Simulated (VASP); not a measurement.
```
CELL_PARAMETERS angstrom
      0.00000     2.69082     2.69082
      2.69082     0.00000     2.69082
      2.69082     2.69082     0.00000
ATOMIC_POSITIONS crystal
  Zn 0.00000 0.00000 0.00000
  S  0.25000 0.25000 0.25000
```

Calculation: vdW-DF-cx, VASP's PBE PAW potentials (set 64) (plane waves; VASP). Run with 520 eV cut-off, 9×9×9 Γ-centred mesh, Gaussian smearing of 0.050 eV, potentials Zn S.

Q: Estimate the energy per atom (σ→0), band gap (on the k-mesh) with the smallest direct gap where there is one.

A: 
```
Property                                     Result
-----------------------------------  --------------
band gap (on the k-mesh)                    2.09 eV
smallest direct gap (on the k-mesh)         2.09 eV
energy per atom (σ→0)                -1.235 eV/atom
```

The compound is ZnS in the zinc blende structure. It was relaxed first.
